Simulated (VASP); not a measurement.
# NaCl: excitons from the Bethe-Salpeter equation, part 3 of 3

Wanted: the lowest vertical excitons of NaCl and its absorption. The cell is of the rock-salt type, one of the forms listed for this formula, which need not be the common one. The start is a cell from a database of measured crystal structures.

VASP 6.6.1, plane waves and PAW; the level of theory is named at each step.

So far. Step 3 (Empty bands): WAVECAR now holds 104 bands for 16 electrons. Its independent-particle dielectric tensor has xx, yy, zz = 2.8, 2.8, 2.8 on this mesh. It isn't tested for convergence in mesh or bands and lacks local fields, and at a small direct gap a coarse mesh makes it too large, which overscreens the GW step. Step 4 (G0W0): GW takes the gap from 5.156 to 7.890 eV. The value holds for 104 bands, ENCUTGW = 100 eV and this mesh, and isn't shown to be converged in them.

The database entry behind the starting cell differs from later determinations by our own check (an axis about 0.4 % short against later determinations), so it need not match the best structure at ambient conditions.

## 5. BSE, Tamm-Dancoff

This step: BSE on G0W0 on PBE; plane waves and PAW (Cl_GW, Na_sv_GW) (VASP 6.6.1).

The Bethe-Salpeter equation adds the screened attraction of electron and hole to the quasiparticle pairs; ANTIRES = 0 leaves out the coupling to antiresonant pairs.

Input file INCAR:

```
SYSTEM = NaCl
PREC = Accurate
ENCUT = 400
ISMEAR = 0
SIGMA = 0.01
LREAL = .FALSE.
GGA = PE
NBANDS = 104
ALGO = BSE
NBANDSO = 3
NBANDSV = 4
OMEGAMAX = 25
NEDOS = 1000
CSHIFT = 0.1
PRECFOCK = Fast
LWAVE = .FALSE.
LCHARG = .FALSE.
ENCUTGW = 100
ANTIRES = 0
```

Input file POSCAR:

```
NaCl
1.0
    0.0000000000      2.8100000000      2.8100000000
    2.8100000000      0.0000000000      2.8100000000
    2.8100000000      2.8100000000      0.0000000000
Cl Na
1 1
Direct
    0.5000000000      0.5000000000      0.5000000000
    0.0000000000      0.0000000000      0.0000000000
```

Input file KPOINTS:

```
Automatic mesh
0
Gamma
8 8 8
0 0 0
```

The projector-augmented-wave data sets are Cl_GW and Na_sv_GW (PBE family, release 64).

Command:

```sh
$ mpirun -np 8 vasp_std
```

The program printed:

```text
[banner, memory and clock lines left out]
running    8 mpi-ranks, on    1 nodes
 distrk:  each k-point on    8 cores,    1 groups
 distr:  one band on    1 cores,    8 groups

 POSCAR found type information on POSCAR ClNa
 POSCAR found :  2 types and       2 ions
|                                                                             |
|           W    W    AA    RRRRR   N    N  II  N    N   GGGG   !!!           |
|           W    W   A  A   R    R  NN   N  II  NN   N  G    G  !!!           |
|           W    W  A    A  R    R  N N  N  II  N N  N  G       !!!           |
|           W WW W  AAAAAA  RRRRR   N  N N  II  N  N N  G  GGG   !            |
|           WW  WW  A    A  R   R   N   NN  II  N   NN  G    G                |
|           W    W  A    A  R    R  N    N  II  N    N   GGGG   !!!           |
|                                                                             |
|     For optimal performance we recommend to set                             |
|       NCORE = 2 up to number-of-cores-per-socket                            |
|     NCORE specifies how many cores store one orbital (NPAR=cpu/NCORE).      |
|     This setting can greatly improve the performance of VASP for DFT.       |
|     The default, NCORE=1 might be grossly inefficient on modern             |
|     multi-core architectures or massively parallel machines. Do your        |
|     Unfortunately you need to use the default for GW and RPA                |
|     calculations (for HF NCORE is supported but not extensively tested      |
|     yet).                                                                   |
|                                                                             |

|                                                                             |
|           W    W    AA    RRRRR   N    N  II  N    N   GGGG   !!!           |
|           W    W   A  A   R    R  NN   N  II  NN   N  G    G  !!!           |
|           W    W  A    A  R    R  N N  N  II  N N  N  G       !!!           |
|           W WW W  AAAAAA  RRRRR   N  N N  II  N  N N  G  GGG   !            |
|           WW  WW  A    A  R   R   N   NN  II  N   NN  G    G                |
|           W    W  A    A  R    R  N    N  II  N    N   GGGG   !!!           |
|                                                                             |
|     The default for ENCUTGWSOFT is different in this version of VASP.       |
|     please manually set ENCUTGWSOFT =100 in the INCAR file.                 |
|                                                                             |

 LDA part: xc-table for (Slater+PW92), standard interpolation
 found WAVECAR, reading the header
 POSCAR, INCAR and KPOINTS ok, starting setup
 FFT: planning ... GRIDC
 FFT: planning ... GRID_SOFT
 FFT: planning ... GRID
 reading WAVECAR
 the WAVECAR file was read successfully
 initial charge from wavefunction
 available memory per node:     62.12 GB, setting MAXMEM to     63613

 The Fermi energy was updated, please check that it is located mid-gap
 values below the HOMO (VB) or above the LUMO (CB) will cause erroneous energies
 E-fermi :   1.2797

 the WAVEDER file was read successfully
 responsefunction array rank=     120

 min. memory requirement per mpi rank    263.6 MB, per node   2108.5 MB

 Doing            0  frequencies on each core in blocks of            0
 Found all WFULLXXXX.tmp files
 reading now WFULL0001.tmp
 reading now WFULL0002.tmp
 reading now WFULL0003.tmp
 reading now WFULL0004.tmp
 reading now WFULL0005.tmp
 reading now WFULL0006.tmp
 reading now WFULL0007.tmp
 reading now WFULL0008.tmp
 reading now WFULL0009.tmp
 reading now WFULL0010.tmp
 reading now WFULL0011.tmp
 reading now WFULL0012.tmp
 reading now WFULL0013.tmp
 reading now WFULL0014.tmp
 reading now WFULL0015.tmp
 reading now WFULL0016.tmp
 reading now WFULL0017.tmp
 reading now WFULL0018.tmp
 reading now WFULL0019.tmp
 reading now WFULL0020.tmp
 reading now WFULL0021.tmp
 reading now WFULL0022.tmp
 reading now WFULL0023.tmp
 reading now WFULL0024.tmp
 reading now WFULL0025.tmp
 reading now WFULL0026.tmp
 reading now WFULL0027.tmp
 reading now WFULL0028.tmp
 reading now WFULL0029.tmp
 parallelization over k-points
 Using distributed matrix
 Using distributed eigensolver
 allocating two-electron 4 orbital integral table    3    4    3    4
 BSE setting up matrix
 available memory per node:     61.72 GB, setting MAXMEM to     63199
 Calculate matrix elements of the BSE Hamiltonian:
 Workload is divided into blocks of two-electron 4 orbital integrals computed in
  parallel.
 Each block/integral has dimensions  of (   3,   4,   3,   4) orbitals
 Total number of blocks/integrals:               131328
 Number of spins:                                     1
 Number of kpoints:                                 512
 Spin channel:                                        1
  Number of blocks of unoccupied bands:               1
  Number of blocks of occupied bands:                 1
 Number of rows/columns of blocks:                  512

                                                        Time (sec)
               Integrals                 Ranks       Real         CPU
  [         1 -       4096/    131328]     8         3.25        0.00
  [      4097 -       8192/    131328]     8         6.67        0.00
  [      8193 -      12288/    131328]     8         9.76        0.00
  [     12289 -      16384/    131328]     8        12.79        0.00
  [     16385 -      20480/    131328]     8        15.89        0.00
  [     20481 -      24576/    131328]     8        18.78        0.00
  [     24577 -      28672/    131328]     8        21.77        0.00
  [     28673 -      32768/    131328]     8        24.74        0.00
  [     32769 -      36864/    131328]     8        27.67        0.00
  [     36865 -      40960/    131328]     8        30.76        0.00
  [     40961 -      45056/    131328]     8        33.76        0.00
  [     45057 -      49152/    131328]     8        36.77        0.00
  [     49153 -      53248/    131328]     8        40.17        0.00
  [     53249 -      57344/    131328]     8        43.25        0.00
  [     57345 -      61440/    131328]     8        46.25        0.00
  [     61441 -      65536/    131328]     8        49.27        0.00
  [     65537 -      69632/    131328]     8        52.39        0.00
  [     69633 -      73728/    131328]     8        55.34        0.00
  [     73729 -      77824/    131328]     8        58.37        0.00
  [     77825 -      81920/    131328]     8        61.47        0.00
  [     81921 -      86016/    131328]     8        64.63        0.00
  [     86017 -      90112/    131328]     8        67.67        0.00
  [     90113 -      94208/    131328]     8        70.68        0.00
  [     94209 -      98304/    131328]     8        73.69        0.00
  [     98305 -     102400/    131328]     8        76.78        0.00
  [    102401 -     106496/    131328]     8        79.77        0.00
  [    106497 -     110592/    131328]     8        82.66        0.00
  [    110593 -     114688/    131328]     8        85.74        0.00
  [    114689 -     118784/    131328]     8        88.73        0.00
  [    118785 -     122880/    131328]     8        91.70        0.00
  [    122881 -     126976/    131328]     8        94.93        0.00
  [    126977 -     131072/    131328]     8        97.90        0.00
  [    131073 -     131328/    131328]     8        98.38        0.00

 BSE redistributing all elements
 BSE diagonalizing matrix PDSYEVX_ZHEEVX_DESC
 BSE calculating oscillator strength
```

Run time: 2.6 min. Hardware: 8 MPI ranks of Intel Xeon Platinum 8259CL at 2.50GHz (Skylake/Cascade Lake), shared host; peak memory 4.6 GiB.

Parts of OUTCAR (step 5):

```text
   NELECT =      16.0000    total number of electrons

 E-fermi :   1.2797

[... 8 parts as in an earlier step ...]

[... 2 further parts left out ...]
```

This step gave:

- lowest excitation: 7.029 eV
- direct gap less the lowest excitation: 0.8608 eV

The imaginary dielectric function, xx has structure finer than the step of the table below, so its rows give means over 0.5 eV, whole bins alone (the curve runs from 0 to 25 eV). Peaks (eV: height): 7.01: 7.84, 7.51: 4.58, 8.33: 4.73, 9.26: 3.58, 10.39: 7.18, 11.46: 3.26, 12.59: 4.00.

From 3 filled and 4 empty bands alone, without any pair above OMEGAMAX = 25 eV, so strength is missing wherever others contribute; lines are broadened by CSHIFT, which also makes the tail under the first line. Imaginary dielectric function, xx against photon energy; means over each step:

```
photon energy (eV)  imaginary dielectric function, xx
               0.5                            0.00162
               1.0                            0.00329
               1.5                            0.00512
               2.0                            0.00721
               2.5                            0.00969
               3.0                             0.0127
               3.5                             0.0167
               4.0                             0.0222
               4.5                             0.0302
               5.0                             0.0434
               5.5                             0.0682
               6.0                              0.130
               6.5                              0.443
               7.0                               4.09
               7.5                               2.67
               8.0                               1.57
               8.5                               3.08
               9.0                               2.23
               9.5                               1.78
              10.0                               2.44
              10.5                               4.28
              11.0                               2.61
              11.5                               2.63
              12.0                               2.04
              12.5                               3.07
              13.0                               2.71
              13.5                               1.93
              14.0                               1.47
              14.5                               1.40
              15.0                              0.794
              15.5                              0.604
              16.0                              0.309
              16.5                              0.131
              17.0                              0.139
              17.5                             0.0387
              18.0                             0.0306
              18.5                             0.0204
              19.0                             0.0136
              19.5                             0.0111
              20.0                            0.00946
              20.5                            0.00814
              21.0                            0.00712
              21.5                            0.00628
              22.0                            0.00560
              22.5                            0.00501
              23.0                            0.00452
              23.5                            0.00406
              24.0                            0.00372
              24.5                            0.00339
```

Some of the lowest 40 states alone, with states under 2.5 meV apart joined, scaled to the strongest line shown. Exciton lines, with heights relative to the strongest:

```
position (eV)  lines merged  oscillator strength
        7.029             3                  100
        7.484             3                   54
        7.779             3                  0.0
        7.801             2                  0.0
        7.863             3                  0.0
        7.899             5                  0.0
        8.053             3                   14
        8.080             3                  0.0
        8.125             3                  0.0
        8.130             3                  0.0
        8.158             1                  0.0
        8.239             3                  2.6
        8.268             1                  0.0
        8.273             3                  0.0
```

The lowest excitation lies at 7.029 eV, -861 meV against the direct gap of these orbitals. No second mesh in this session tests these energies, peaks and heights.

## 6. Independent quasiparticles

This step: BSE on G0W0 on PBE, independent quasiparticles; plane waves and PAW (Cl_GW, Na_sv_GW) (VASP 6.6.1).

With LADDER and LHARTREE off the pairs don't interact at all, so the lowest line must equal the direct gap.

Edit INCAR of step 5 so:

```diff
@@ -19 +19,3 @@
 ANTIRES = 0
+LADDER = .FALSE.
+LHARTREE = .FALSE.
```

POSCAR is that of step 5.

KPOINTS is that of step 5.

Command:

```sh
$ mpirun -np 8 vasp_std
```

The program printed:

```text
[banner, memory and clock lines left out]
 LDA part: xc-table for (Slater+PW92), standard interpolation
 found WAVECAR, reading the header
 POSCAR, INCAR and KPOINTS ok, starting setup
 FFT: planning ... GRIDC
 FFT: planning ... GRID_SOFT
 FFT: planning ... GRID
 reading WAVECAR
 the WAVECAR file was read successfully
 initial charge from wavefunction
 available memory per node:     62.01 GB, setting MAXMEM to     63495

 Doing            0  frequencies on each core in blocks of            0
 parallelization over k-points
 Using distributed matrix
 Using distributed eigensolver
 allocating two-electron 4 orbital integral table    3    4    3    4
 BSE setting up matrix
 available memory per node:     61.72 GB, setting MAXMEM to     63197
 Calculate matrix elements of the BSE Hamiltonian:
 Workload is divided into blocks of two-electron 4 orbital integrals computed in
  parallel.
 Each block/integral has dimensions  of (   3,   4,   3,   4) orbitals
 Total number of blocks/integrals:               131328
 Number of spins:                                     1
 Number of kpoints:                                 512
 Spin channel:                                        1
  Number of blocks of unoccupied bands:               1
  Number of blocks of occupied bands:                 1
 Number of rows/columns of blocks:                  512

                                                        Time (sec)
               Integrals                 Ranks       Real         CPU
  [         1 -       4096/    131328]     8         0.31        0.00
  [      4097 -       8192/    131328]     8         0.62        0.00
  [      8193 -      12288/    131328]     8         0.91        0.00
  [     12289 -      16384/    131328]     8         1.16        0.00
  [     16385 -      20480/    131328]     8         1.41        0.00
  [     20481 -      24576/    131328]     8         1.64        0.00
  [     24577 -      28672/    131328]     8         1.92        0.00
  [     28673 -      32768/    131328]     8         2.19        0.00
  [     32769 -      36864/    131328]     8         2.44        0.00
  [     36865 -      40960/    131328]     8         2.71        0.00
  [     40961 -      45056/    131328]     8         2.96        0.00
  [     45057 -      49152/    131328]     8         3.25        0.00
  [     49153 -      53248/    131328]     8         3.51        0.00
  [     53249 -      57344/    131328]     8         3.80        0.00
  [     57345 -      61440/    131328]     8         4.09        0.00
  [     61441 -      65536/    131328]     8         4.35        0.00
  [     65537 -      69632/    131328]     8         4.65        0.00
  [     69633 -      73728/    131328]     8         5.02        0.00
  [     73729 -      77824/    131328]     8         5.25        0.00
  [     77825 -      81920/    131328]     8         5.51        0.00
  [     81921 -      86016/    131328]     8         5.74        0.00
  [     86017 -      90112/    131328]     8         5.99        0.00
  [     90113 -      94208/    131328]     8         6.23        0.00
  [     94209 -      98304/    131328]     8         6.52        0.00
  [     98305 -     102400/    131328]     8         6.76        0.00
  [    102401 -     106496/    131328]     8         7.03        0.00
  [    106497 -     110592/    131328]     8         7.26        0.00
  [    110593 -     114688/    131328]     8         7.51        0.00
  [    114689 -     118784/    131328]     8         7.74        0.00
  [    118785 -     122880/    131328]     8         8.02        0.00
  [    122881 -     126976/    131328]     8         8.29        0.00
  [    126977 -     131072/    131328]     8         8.54        0.00
  [    131073 -     131328/    131328]     8         8.56        0.00

[... 7 parts as in an earlier step ...]
```

The job ended after 63 s (8 MPI ranks; peak memory 4.5 GiB; 6.7 min of CPU time).

Parts of OUTCAR (step 6):

```text
   NELECT =      16.0000    total number of electrons

 E-fermi :   1.2797

[... 8 parts as in an earlier step ...]

[... 2 further parts left out ...]
```

This step gave:

```
lowest excitation : 7.89 eV
```

The imaginary dielectric function, xx has structure finer than the step of the table below, so its rows give means over 0.5 eV, whole bins alone (the curve runs from 0 to 25 eV). Peaks (eV: height): 9.76: 2.08, 10.76: 3.68, 11.64: 5.26, 12.21: 4.42, 13.39: 4.27, 13.84: 4.71.

From 3 filled and 4 empty bands alone, without any pair above OMEGAMAX = 25 eV, so strength is missing wherever others contribute; lines are broadened by CSHIFT, which also makes the tail under the first line. The imaginary dielectric function, xx by photon energy; means over each step:

photon energy (eV), imaginary dielectric function, xx and a bar:
```
      0.5       0.00 
      1.0       0.00 
      1.5       0.00 
      2.0       0.00 
      2.5       0.00 
      3.0       0.01 
      3.5       0.01 
      4.0       0.01 
      4.5       0.01 
      5.0       0.01 
      5.5       0.01 
      6.0       0.02 
      6.5       0.02 
      7.0       0.03 
      7.5       0.06 
      8.0       0.19 #
      8.5       0.66 ####
      9.0       0.60 ####
      9.5       1.15 ########
     10.0       1.20 ########
     10.5       2.50 #################
     11.0       2.49 #################
     11.5       3.91 ##########################
     12.0       4.11 ###########################
     12.5       3.20 #####################
     13.0       2.69 ##################
     13.5       3.73 #########################
     14.0       4.52 ##############################
     14.5       3.63 ########################
     15.0       2.95 ####################
     15.5       1.76 ############
     16.0       1.35 #########
     16.5       0.90 ######
     17.0       0.59 ####
     17.5       0.28 ##
     18.0       0.11 #
     18.5       0.05 
     19.0       0.04 
     19.5       0.02 
     20.0       0.02 
     20.5       0.01 
     21.0       0.01 
     21.5       0.01 
     22.0       0.01 
     22.5       0.01 
     23.0       0.01 
     23.5       0.01 
     24.0       0.01 
     24.5       0.01
```

The lowest excitation lies at 7.890 eV, +861 meV against the Tamm-Dancoff singlet. No second mesh in this session tests these energies, peaks and heights.

## 7. Summary

This step: BSE on G0W0 on PBE; plane waves and PAW (VASP 6.6.1).

Derived from the runs above.

Cost is wall time times ranks on a shared host, for this step alone, without the steps before it. Excitations by level:

```
                     level  first excitation (eV)  cost (core minutes)
         BSE, Tamm-Dancoff                  7.029                 21.2
independent quasiparticles                   7.89                  8.4
```

## 8. Outcome

| Property | Result |
| --- | --- |
| BSE, Tamm-Dancoff | lowest vertical excitation 7.029 eV; direct gap 7.890 eV |
| independent quasiparticles | lowest vertical excitation 7.890 eV; direct gap 7.890 eV |

What this shows: The Bethe-Salpeter equation puts the lowest vertical singlet excitation at 7.029 eV, 0.86 eV below the direct gap of 7.890 eV; the states within 10 meV of it carry 100 % of the strength of the strongest such group among the lowest 40 states. Attraction and local fields together move the centre of weight of eps2 xx over the computed range by -2.30 eV against the run of independent quasiparticles. The spectra were run on one mesh, so the distance from the gap isn't shown to be converged; coarse meshes tend to overstate it. Bands, response cutoff and mesh of the GW step weren't tested in this session. Only the bands set by NBANDSO and NBANDSV form pairs, and any pair above OMEGAMAX = 25 eV is dropped, so the spectrum is that of this window; the window can cut degenerate bands. Not tabulated here, as repeats of values shown or as unfit to read for their mesh, reference level or band range: eps2 curves (empty bands); eps1 curves and static values (BSE, empty bands, independent quasiparticles); line lists of runs without attraction (independent quasiparticles).

[Lines on the potential files, build, host, timing and source positions are cut from VASP's logs without a mark.]

[Logs are printed without paths, hosts, clocks, repeated set-up lines and the standing remarks that a program may print on its own settings, such as how far it seeks lower states.]

[Hosts, paths, dates, database ids (printed as entryN), source tags and the programs' standing remarks are cut or masked in the printed files.]

[Pressures printed for these runs are not shown converged in the cutoff: they can be off by several GPa and have the wrong sign.]

[In band tables of VASP the shares of atoms and orbitals are scaled to a sum of 1 inside the atoms' spheres.]
